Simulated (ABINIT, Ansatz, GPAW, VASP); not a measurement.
## SrTiO3 (Pm-3m, 5 atoms in the cell) computed with different codes at matched settings

Self-consistent single point.

```
SrTiO3
1.0
    3.98896     0.00000     0.00000
    0.00000     3.98896     0.00000
    0.00000     0.00000     3.98896
Sr Ti O
1 1 3
Direct
  0.00000   0.00000   0.00000
  0.50000   0.50000   0.50000
  0.50000   0.00000   0.50000
  0.00000   0.50000   0.50000
  0.50000   0.50000   0.00000
```

Shared settings, as Ansatz (a quantum-chemistry and plane-wave program) writes them: kpoints.mp_grid.grid = 6 6 6; scf.occupations.method = fermi_dirac; scf.occupations.width = 0.02 eV. Potentials and cutoffs stand in the table.

```tsv
code	model	pressure (GPa)	gap on the mesh (eV)	cutoff
GPAW	LDA (Perdew-Wang 92), GPAW PAW datasets LDA (gpaw-data 1.0.1)	–	1.677	900 eV
Ansatz	LDA (PW92), default PAW files made with PBE	-17.36	1.667	default
ABINIT	LDA (PW92), PAW (JTH v2.0 LDA PAW)	-16.89	1.662	30 Ha
VASP	LDA (PZ), VASP's LDA PAW potentials (set 64)	-20.58	1.636	400 eV
```

A dash marks a value that a program does not give, or that is left out as unsure.

Gaps are read on the mesh.

The spread over the programs that give each value: pressure within 3.69 GPa; gap on the mesh within 0.041 eV.

Ansatz's pressure is given at a fixed set of plane waves, as the other plane-wave codes print theirs; with its correction for the finite basis it is -16.61 GPa (the shift of 0.75 GPa shows how far the cutoff is from converged). The pressure of GPAW is left out: its cutoff lies under the one at which its stress was checked. The same LDA comes in different parametrisations, which differ slightly. In the pressure, VASP (by 3.22) lies more than 1 GPa from the median of the plane-wave programs.

VASP's run is marked for a possible Pulay error in its stress at this cutoff; no cutoff test was made.

The starting cell has typed, rounded lattice constants, without a prior relaxation at this level. Its lattice was rescaled by a random factor within 2.5 % of one.

Left out of this page: CP2K, FLEUR and SIESTA (not drawn, or without a comparable value); Elk (stopped by limits of time or memory).

Keys are those of Ansatz 0.2.
